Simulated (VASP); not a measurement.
An input for Ansatz (written as the equivalent of a VASP run, and not itself run):

Ansatz 0.2 input:
```yaml
crystal:
  lattice:
    - [0.0000000, 2.7250000, 2.7250000]
    - [2.7250000, 0.0000000, 2.7250000]
    - [2.7250000, 2.7250000, 0.0000000]
  atoms:
    - { symbol: Ga, position: [0.0000000, 0.0000000, 0.0000000] }
    - { symbol: P, position: [0.2500000, 0.2500000, 0.2500000] }
kpoints:
  mp_grid: { grid: [8, 8, 8] }
hamiltonian:
  xc: revpbe
  pseudopotentials: { kind: paw }
scf:
  occupations: { method: gaussian, width: 0.05 }
  max_iter: 100
relax:
  max_steps: 60
  f_tol: 0.01
  cell: {}
output: { forces: true, stress: true, eigenvalues: true }
```

Q: Write the VASP files for the same calculation (revPBE).

A: This is not unique; one that fits is 
**INCAR**
```
! general
SYSTEM  = GaP
PREC    = Accurate
ENCUT   = 520
LREAL   = .FALSE.
LASPH   = .TRUE.

! electronic loop
EDIFF   = 1E-6
NELM    = 100
ALGO    = Normal
LMAXMIX = 4

! smearing
ISMEAR  = 0
SIGMA   = 0.05

! functional
GGA     = RE

! ions
IBRION  = 2
NSW     = 60
ISIF    = 3
EDIFFG  = -0.01

! output
LWAVE   = .FALSE.
LCHARG  = .FALSE.
```

POSCAR:
```
GaP
1
    0.0000000000     2.7250000000     2.7250000000
    2.7250000000     0.0000000000     2.7250000000
    2.7250000000     2.7250000000     0.0000000000
Ga P
1 1
Direct
  0.0000000000   0.0000000000   0.0000000000
  0.2500000000   0.2500000000   0.2500000000
```

File KPOINTS:
```
Automatic mesh
0
Gamma
8 8 8
0 0 0
```

POTCAR, in this order: Ga_d P (PBE.64 set). Program: vasp_std.

Limits of the translation: each code has its own PAW files, so the cut-off isn't converted (ENCUT is set for VASP's; basis.ecutwfc is left out, and Ansatz then takes the one that its files recommend); Ansatz stops its SCF on the density residual and VASP on the energy change (EDIFF).

The compound is GaP in the zinc blende structure. This run relaxes it. Symmetry was kept, so distortions that lower it aren't found.
